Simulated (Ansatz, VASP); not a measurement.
# Cross-check of BiAs between VASP and Ansatz, part 2 of 3

Wanted: the spread between two codes on one cell, functional and k mesh. The cell is invented: As first built, before any earlier steps moved the atoms (in the runner's words): it takes the AlAs structure with some of its atoms replaced by other elements, volume scaled by an estimate. It may not be a known or stable phase. The cell is taken from a series of VASP runs on this material, whose earlier steps may have relaxed, scaled or displaced it; both programs get it as it stands. Valence electrons are named where the data sets of a main pair hold unlike numbers.

VASP 6.6.1 and Ansatz 0.2.0.

So far: Starting point; VASP: band structure, LDA; Ansatz: band structure, LDA.

**4. Differences**

Known differences besides the potentials themselves: the two LDA forms differ slightly; the data sets hold 60 valence electrons in Ansatz (on its default PAW (the set named soft_2) files) and 40 in VASP; the cutoff is 420 eV in Ansatz and 400 eV in VASP; Ansatz makes its cores anew for this functional, VASP keeps those of its PBE data sets; VASP's log shows a relativistic correction to its local exchange, Ansatz's none. Total energies have different zeros and are not compared.

Both answers:

```
                     quantity  Ansatz   VASP  difference
               pressure (GPa)   -3.08  -2.91       -0.17
gap over the path points (eV)   0.060  0.045      +0.015
```

Forces (eV/Å; atoms numbered as in POSCAR):

```
atom        Ansatz x, y, z          VASP x, y, z
 Bi1   0.000, 0.000, 0.198   0.000, 0.000, 0.168
 Bi2   0.000, 0.000, 0.198   0.000, 0.000, 0.168
 As3  0.000, 0.000, -0.198  0.000, 0.000, -0.168
 As4  0.000, 0.000, -0.198  0.000, 0.000, -0.168
```

Levels at points of the path, from each program's valence-band top (eV; 4 filled, then empty):

```
k (reciprocal lattice)                                  Ansatz                                    VASP
     0.000 0.000 0.000  -3.49 -1.89 -1.79 -1.79 0.10 0.10 2.20  -3.51 -1.90 -1.80 -1.80 0.09 0.09 2.19
     0.133 0.000 0.000  -3.17 -2.11 -1.92 -1.55 0.08 0.45 2.16  -3.18 -2.13 -1.94 -1.55 0.07 0.43 2.15
     0.300 0.000 0.000  -2.90 -2.54 -2.27 -1.05 0.56 1.45 2.43  -2.91 -2.55 -2.28 -1.05 0.55 1.43 2.43
     0.467 0.000 0.000  -3.35 -2.53 -2.46 -0.89 1.50 2.15 3.01  -3.37 -2.54 -2.48 -0.89 1.50 2.13 3.02
     0.467 0.067 0.000  -3.40 -2.55 -2.37 -0.74 1.40 2.19 2.90  -3.42 -2.57 -2.37 -0.74 1.40 2.17 2.91
     0.411 0.178 0.000  -3.54 -2.83 -1.63 -0.14 0.87 2.14 2.31  -3.56 -2.85 -1.64 -0.13 0.87 2.12 2.32
     0.389 0.222 0.000   -3.63 -2.93 -1.27 0.00 0.79 2.04 2.11   -3.65 -2.94 -1.28 0.00 0.79 2.04 2.08
     0.356 0.289 0.000  -3.79 -3.01 -0.75 -0.20 1.06 1.61 2.06  -3.81 -3.03 -0.75 -0.20 1.07 1.62 2.04
     0.289 0.289 0.000  -3.63 -2.97 -0.99 -0.11 0.84 1.79 2.08  -3.66 -2.98 -0.99 -0.12 0.84 1.80 2.06
     0.178 0.178 0.000  -2.81 -2.46 -2.22 -0.72 0.18 1.65 2.12  -2.83 -2.47 -2.23 -0.73 0.17 1.64 2.11
```

The forces differ by 17 meV/Å r.m.s., which is 17.6 % of the r.m.s. force of 0.097 eV/Å (both taken over all components). Among the levels compared at these points, filled levels agree within 23 meV and empty ones within 24 meV.

**5. What the set-up changes**

Further runs change the set-up of one program: Ansatz's method, potentials or start, or VASP's data sets, cutoff or form of LDA. The table gives Ansatz less VASP for each quantity, since a change that brings one quantity closer may part another.

```
                                        run  r.m.s. force difference (meV/Å)  pressure (GPa)  gap over the path points (eV)
                                   as above                               17           -0.17                          0.015
                       cores kept as stored                               17           -0.16                          0.013
    Ansatz's larger PAW set (cutoff 600 eV)                               15           -0.14                          0.017
norm-conserving potentials (cutoff 1088 eV)                               15           -0.22                          0.020
```

**6. Ansatz: band structure, PBEsol**

The same path points are solved in both programs, so levels can be compared one by one.

The cell is taken from a series of VASP runs on this material, whose earlier steps may have relaxed, scaled or displaced it; both programs get it as it stands.

Input file input.yaml:

```yaml
crystal:
  lattice:
    - [5.0716037739, -9.1e-08, 0.0]
    - [-2.5358025406, 4.3921383167, 0.0]
    - [0.0, 0.0, 6.3422180812]
  atoms:
    - { symbol: Bi, position: [0.33333333, 0.66666667, 0.9681709195] }
    - { symbol: Bi, position: [0.66666667, 0.33333333, 0.4681709195] }
    - { symbol: As, position: [0.33333333, 0.66666667, 0.4078290805] }
    - { symbol: As, position: [0.66666667, 0.33333333, 0.9078290805] }
hamiltonian:
  xc: pbesol
  pseudopotentials: { kind: paw }
kpoints:
  mp_grid: { grid: [3, 3, 2] }
  band_path:
    path:
      - [0.0, 0.0, 0.0]
      - [0.13333, 0.0, 0.0]
      - [0.3, 0.0, 0.0]
      - [0.46667, 0.0, 0.0]
      - [0.46667, 0.06667, 0.0]
      - [0.41111, 0.17778, 0.0]
      - [0.38889, 0.22222, 0.0]
      - [0.35556, 0.28889, 0.0]
      - [0.28889, 0.28889, 0.0]
      - [0.17778, 0.17778, 0.0]
      - [0.08889, 0.08889, 0.0]
      - [0.06667, 0.06667, 0.0]
      - [0.0, 0.0, 0.03333]
      - [0.0, 0.0, 0.2]
      - [0.0, 0.0, 0.36667]
      - [0.0, 0.0, 0.5]
      - [0.16667, 0.0, 0.5]
      - [0.3, 0.0, 0.5]
      - [0.46667, 0.0, 0.5]
      - [0.46667, 0.06667, 0.5]
      - [0.41111, 0.17778, 0.5]
      - [0.35556, 0.28889, 0.5]
      - [0.28889, 0.28889, 0.5]
      - [0.17778, 0.17778, 0.5]
      - [0.06667, 0.06667, 0.5]
      - [0.5, 0.0, 0.46667]
      - [0.5, 0.0, 0.3]
      - [0.5, 0.0, 0.13333]
      - [0.33333, 0.33333, 0.0]
      - [0.33333, 0.33333, 0.16667]
      - [0.33333, 0.33333, 0.33333]
      - [0.33333, 0.33333, 0.5]
    npoints: 1
scf:
  occupations: { method: gaussian, width: 0.02 }
  n_extra_bands: 8
output:
  forces: true
  stress: true
  eigenvalues: true
```

Command:

```sh
$ ansatz run input.yaml --threads 2 --pin off --max-ram 4608MiB --backend cpu --events-out ev --progress --plain --runs-dir out
```

Numbers of over 12 decimals in the logs are rounded to 6 here.

The log of the run:

```text
[...]
Crystal: 4 atoms, lattice volume = 141.274 Å³
Basis set: ecut = 420 eV, 2763 PW (Γ), exchange–correlation on 72×72×90 points (8 copies of the dense FFT grid, shifted against one another)
Bands: 38, of which v1, the nominal top of the filled ones, is band 30 counted from 1 (29 counted from 0)
Symmetry: 12 space group operations
[...]
k-point 0: bands = [... 26 lower, 3.8687, 5.4912, 5.5829, 5.5829, 7.4892, 7.4892, 9.5917, 9.5917, ... 4 higher]
  k-point 1: bands = [... 26 lower, 4.5737, 4.5737, 5.2061, 5.2061, 8.3658, 8.3658, 8.3658, 8.3658, ... 4 higher]
  k-point 2: bands = [... 26 lower, 4.3743, 4.8511, 5.0453, 6.4016, 8.1600, 9.0306, 9.9754, 10.7367, ... 4 higher]
  k-point 5: bands = [... 26 lower, 5.5619, 5.5619, 6.7878, 6.7878, 8.0085, 8.0085, 8.4872, 8.4872, ... 4 higher]
[key lines of the parts left out:]
SCF converged after 6 iterations
Free energy (F): -34109.288449 eV
Fermi energy:    7.213018 eV
P = ⅓ Tr σ = -1.9875 GPa (-19.875 kbar)
```

Run time: 4.9 s. Hardware: 2 threads of Arm Neoverse V2, shared host; peak memory 0.39 GiB; 9.5 s of CPU time.

**7. VASP: band structure, PBEsol**

The same cell, functional, mesh and smearing now go to VASP, with its own data sets.

Input file INCAR:

```
SYSTEM = BiAs
PREC = Accurate
ENCUT = 400
EDIFF = 1E-06
NELM = 100
ISMEAR = 0
SIGMA = 0.02
LREAL = .FALSE.
ALGO = Normal
GGA = PS
NBANDS = 34
LORBIT = 11
LWAVE = .FALSE.
LCHARG = .FALSE.
KPAR = 2
NCORE = 2
```

Input file POSCAR:

```
BiAs
1.0
    5.0716037739     -0.0000000910      0.0000000000
   -2.5358025406      4.3921383167      0.0000000000
    0.0000000000      0.0000000000      6.3422180812
Bi As
2 2
Direct
    0.3333333300      0.6666666700      0.9681709195
    0.6666666700      0.3333333300      0.4681709195
    0.3333333300      0.6666666700      0.4078290805
    0.6666666700      0.3333333300      0.9078290805
```

Input file KPOINTS:

```
Automatic mesh
0
Gamma
3 3 2
0 0 0
```

Input file KPOINTS_OPT:

```
Line mode
16
Line-mode
Reciprocal
  0.00000000   0.00000000   0.00000000 GAMMA
  0.50000000   0.00000000   0.00000000 M

  0.50000000   0.00000000   0.00000000 M
  0.33333333   0.33333333   0.00000000 K

  0.33333333   0.33333333   0.00000000 K
  0.00000000   0.00000000   0.00000000 GAMMA

  0.00000000   0.00000000   0.00000000 GAMMA
  0.00000000   0.00000000   0.50000000 A

  0.00000000   0.00000000   0.50000000 A
  0.50000000   0.00000000   0.50000000 L

  0.50000000   0.00000000   0.50000000 L
  0.33333333   0.33333333   0.50000000 H

  0.33333333   0.33333333   0.50000000 H
  0.00000000   0.00000000   0.50000000 A

  0.50000000   0.00000000   0.50000000 L
  0.50000000   0.00000000   0.00000000 M

  0.33333333   0.33333333   0.00000000 K
  0.33333333   0.33333333   0.50000000 H
```

PAW data sets: Bi_d and As (PBE family, release 64).

Command:

```sh
$ mpirun -np 4 vasp_std
```

The log of the run:

```text
[banner, memory and clock lines left out]
running    4 mpi-ranks, on    1 nodes
[...]
[... a notice as in an earlier step ...]

 LDA part: xc-table for (Slater+PW92), standard interpolation
 POSCAR, INCAR and KPOINTS ok, starting setup
[...]
entering main loop
       N       E                     dE             d eps       ncg     rms          rms(c)
DAV:   1     0.345142736499E+03    0.34514E+03   -0.16551E+04   408   0.970E+02
DAV:   2     0.183745890949E+02   -0.32677E+03   -0.31576E+03   426   0.290E+02
DAV:   3    -0.170908343040E+02   -0.35465E+02   -0.34867E+02   514   0.114E+02
DAV:   4    -0.183969919893E+02   -0.13062E+01   -0.13043E+01   478   0.245E+01
[...]
DAV:  12    -0.180680459274E+02    0.10799E-05   -0.25127E-05   450   0.206E-02    0.693E-03
DAV:  13    -0.180680492032E+02   -0.32757E-05   -0.94680E-06   372   0.928E-03    0.505E-03
DAV:  14    -0.180680493883E+02   -0.18513E-06   -0.50174E-07   330   0.512E-03
   1 F= -.18068049E+02 E0= -.18068049E+02  d E =-.124918E-36
 Start KPOINTS_OPT (optional k-point list driver)
k-point batch [1-6\144]
       N       E                     dE             ncg
DAV:   1    -0.275346006039E+03   -0.97481E+03      408
DAV:   2    -0.228831730877E+04   -0.20130E+04      472
DAV:   3    -0.250280231579E+04   -0.21449E+03      440
DAV:   4    -0.251035653153E+04   -0.75542E+01      436
DAV:   5    -0.251069395332E+04   -0.33742E+00      482
DAV:   6    -0.251070352507E+04   -0.95717E-02      524
DAV:   7    -0.251070380744E+04   -0.28237E-03      516
DAV:   8    -0.251070381081E+04   -0.33706E-05      514
DAV:   9    -0.251070381086E+04   -0.47983E-07      250
[...]
k-point batch [139-144\144]
       N       E                     dE             ncg
DAV:   1    -0.285710009039E+03   -0.62597E+04      416
DAV:   2    -0.226243449985E+04   -0.19767E+04      448
DAV:   3    -0.248337635419E+04   -0.22094E+03      508
DAV:   4    -0.249165300494E+04   -0.82767E+01      496
DAV:   5    -0.249204595035E+04   -0.39295E+00      606
DAV:   6    -0.249205251233E+04   -0.65620E-02      542
DAV:   7    -0.249205269844E+04   -0.18611E-03      596
DAV:   8    -0.249205270142E+04   -0.29820E-05      476
DAV:   9    -0.249205270151E+04   -0.89751E-07      350
```

From OUTCAR (step 7):

```text
  Total       -3.6083427     -3.6083436      1.9706120      0.0000006     -0.0000000      0.0000000
  in kB      -40.9219073    -40.9219178     22.3485428      0.0000068     -0.0000000      0.0000000
  external PRESSURE =     -19.8317608 kB  Pullay stress =       0.0000000 kB

 POSITION                                       TOTAL-FORCE (eV/Angst)
 -----------------------------------------------------------------------------------
     -0.00000      2.92809      6.14035         0.000000      0.000000      0.121377
      2.53580      1.46405      2.96924        -0.000000      0.000000      0.121377
     -0.00000      2.92809      2.58654         0.000000      0.000000     -0.121377
      2.53580      1.46405      5.75765        -0.000000      0.000000     -0.121377
 -----------------------------------------------------------------------------------
    total drift:                               -0.000025      0.000014     -0.001529

  FREE ENERGIE OF THE ION-ELECTRON SYSTEM (eV)
  ---------------------------------------------------
  free  energy   TOTEN  =       -18.0680493883 eV

  energy  without entropy=      -18.0680493883  energy(sigma->0) =      -18.06804939

[... 2 parts as in an earlier step ...]

[... 1 further part left out ...]
[key lines of the parts left out:]
E-fermi :   3.8155
```

The PAW data sets were made with PBE, which is usual practice but a small mismatch for other functionals.

**8. Differences**

What differs besides the data sets and the points named for the pairs above, as far as they apply: the data sets hold 60 valence electrons in Ansatz (on its default PAW (the set named soft_2) files) and 40 in VASP; VASP leaves aspherical gradient terms in its spheres out (LASPH is not set), Ansatz keeps them. Total energies have different zeros and are not compared.

Compared:

```
                     quantity  Ansatz   VASP  difference
               pressure (GPa)   -1.99  -1.98        0.00
gap over the path points (eV)   0.063  0.060      +0.003
```

Forces (eV/Å; atoms numbered as in POSCAR):

```
atom        Ansatz x, y, z          VASP x, y, z
 Bi1   0.000, 0.000, 0.136   0.000, 0.000, 0.121
 Bi2   0.000, 0.000, 0.136   0.000, 0.000, 0.121
 As3  0.000, 0.000, -0.136  0.000, 0.000, -0.121
 As4  0.000, 0.000, -0.136  0.000, 0.000, -0.121
```

Levels at points of the path, from each program's valence-band top (eV; 4 filled, then empty):

```
k (reciprocal lattice)                                  Ansatz                                    VASP
     0.000 0.000 0.000  -3.52 -1.90 -1.80 -1.80 0.10 0.10 2.21  -3.52 -1.90 -1.80 -1.80 0.10 0.10 2.20
     0.133 0.000 0.000  -3.19 -2.12 -1.94 -1.56 0.09 0.44 2.17  -3.19 -2.12 -1.94 -1.55 0.08 0.44 2.17
     0.300 0.000 0.000  -2.91 -2.54 -2.28 -1.05 0.57 1.44 2.46  -2.91 -2.54 -2.28 -1.05 0.57 1.44 2.46
     0.467 0.000 0.000  -3.37 -2.52 -2.48 -0.88 1.53 2.15 3.05  -3.38 -2.52 -2.48 -0.88 1.53 2.14 3.05
     0.467 0.067 0.000  -3.42 -2.57 -2.37 -0.73 1.42 2.19 2.94  -3.42 -2.57 -2.37 -0.73 1.42 2.18 2.94
     0.411 0.178 0.000  -3.56 -2.85 -1.63 -0.13 0.90 2.13 2.35  -3.56 -2.85 -1.63 -0.13 0.90 2.12 2.35
     0.389 0.222 0.000   -3.65 -2.94 -1.27 0.00 0.82 2.07 2.09   -3.65 -2.94 -1.27 0.00 0.82 2.07 2.08
     0.356 0.289 0.000  -3.81 -3.02 -0.75 -0.20 1.10 1.65 2.04  -3.81 -3.02 -0.75 -0.20 1.10 1.65 2.04
     0.289 0.289 0.000  -3.66 -2.98 -0.99 -0.11 0.87 1.83 2.06  -3.66 -2.98 -0.98 -0.11 0.87 1.83 2.06
     0.178 0.178 0.000  -2.83 -2.48 -2.23 -0.72 0.20 1.65 2.14  -2.83 -2.48 -2.23 -0.72 0.20 1.64 2.14
```

The forces differ by 8.3 meV/Å r.m.s., which is 11.8 % of the r.m.s. force of 0.070 eV/Å (both taken over all components). Among the levels compared at these points, filled levels agree within 6 meV and empty ones within 6 meV. Ansatz's pressure holds a Pulay correction of 0.02 GPa; VASP's holds none.

**9. VASP: band structure, r2SCAN**

The same path points are solved in both programs, so levels can be compared one by one.

Changes to INCAR since step 7:

```diff
@@ -9,3 +9,4 @@
 ALGO = Normal
-GGA = PS
+METAGGA = R2SCAN
+LASPH = .TRUE.
 NBANDS = 34
```

POSCAR is that of step 7.

KPOINTS is that of step 7.

KPOINTS_OPT is that of step 7.

Command:

```sh
$ mpirun -np 4 vasp_std
```

The log of the run:

```text
[banner, memory and clock lines left out]
running    4 mpi-ranks, on    1 nodes
[...]
[... a notice as in an earlier step ...]

 LDA part: xc-table for (None), standard interpolation
 POSCAR, INCAR and KPOINTS ok, starting setup
[...]
entering main loop
       N       E                     dE             d eps       ncg     rms          rms(c)
DAV:   1     0.220099121899E+03    0.22010E+03   -0.16908E+04   408   0.993E+02
DAV:   2    -0.116853523053E+03   -0.33695E+03   -0.32562E+03   426   0.298E+02
DAV:   3    -0.153348317998E+03   -0.36495E+02   -0.35880E+02   514   0.117E+02
DAV:   4    -0.154744002145E+03   -0.13957E+01   -0.13937E+01   486   0.256E+01
[...]
DAV:  12    -0.145786218082E+03    0.56852E-04   -0.18786E-04   488   0.126E-01    0.138E-02
DAV:  13    -0.145786219295E+03   -0.12129E-05   -0.24088E-05   472   0.244E-02    0.230E-03
DAV:  14    -0.145786218800E+03    0.49447E-06   -0.25824E-06   394   0.115E-02
   1 F= -.14578622E+03 E0= -.14578622E+03  d E =-.727198E-11
 Start KPOINTS_OPT (optional k-point list driver)
k-point batch [1-6\144]
       N       E                     dE             ncg
DAV:   1    -0.322441841467E+03   -0.10219E+04      408
DAV:   2    -0.240278634861E+04   -0.20803E+04      472
DAV:   3    -0.262522617403E+04   -0.22244E+03      440
DAV:   4    -0.263318491384E+04   -0.79587E+01      434
DAV:   5    -0.263357548030E+04   -0.39057E+00      488
DAV:   6    -0.263358691731E+04   -0.11437E-01      532
DAV:   7    -0.263358725594E+04   -0.33863E-03      502
DAV:   8    -0.263358726051E+04   -0.45694E-05      524
DAV:   9    -0.263358726057E+04   -0.60722E-07      222
[...]
k-point batch [139-144\144]
       N       E                     dE             ncg
DAV:   1    -0.331570842163E+03   -0.63055E+04      416
DAV:   2    -0.237602443074E+04   -0.20445E+04      448
DAV:   3    -0.260467274638E+04   -0.22865E+03      498
DAV:   4    -0.261333031748E+04   -0.86576E+01      496
DAV:   5    -0.261379877546E+04   -0.46846E+00      616
DAV:   6    -0.261380611432E+04   -0.73389E-02      534
DAV:   7    -0.261380637515E+04   -0.26083E-03      624
DAV:   8    -0.261380637911E+04   -0.39577E-05      484
DAV:   9    -0.261380637920E+04   -0.95411E-07      360
```

From OUTCAR (step 9):

```text
  Total       -2.5782456     -2.5782463      2.3960153      0.0000004      0.0000000     -0.0000000
  in kB      -29.2396639    -29.2396715     27.1730051      0.0000049      0.0000000     -0.0000000
  external PRESSURE =     -10.4354434 kB  Pullay stress =       0.0000000 kB

 POSITION                                       TOTAL-FORCE (eV/Angst)
 -----------------------------------------------------------------------------------
     -0.00000      2.92809      6.14035         0.000000      0.000000      0.266485
      2.53580      1.46405      2.96924        -0.000000     -0.000000      0.266485
     -0.00000      2.92809      2.58654         0.000000      0.000000     -0.266485
      2.53580      1.46405      5.75765        -0.000000      0.000000     -0.266485
 -----------------------------------------------------------------------------------
    total drift:                               -0.000025      0.000014      0.000311

  FREE ENERGIE OF THE ION-ELECTRON SYSTEM (eV)
  ---------------------------------------------------
  free  energy   TOTEN  =      -145.7862188004 eV

  energy  without entropy=     -145.7862188004  energy(sigma->0) =     -145.78621880

[... 2 parts as in an earlier step ...]

[... 1 further part left out ...]
[key lines of the parts left out:]
E-fermi :   3.7631
```

The run ends at a pressure of -1.04 GPa, with forces up to 0.27 eV/Å.

[end of part 2 of 3]

[Lines on the potential files, build, host, timing and source positions are cut from VASP's logs without a mark.]

[Logs are printed without paths, hosts, clocks, repeated set-up lines and the standing remarks that a program may print on its own settings, such as how far it seeks lower states.]

[Hosts, paths, dates, database ids (printed as entryN), source tags and the programs' standing remarks are cut or masked in the printed files.]
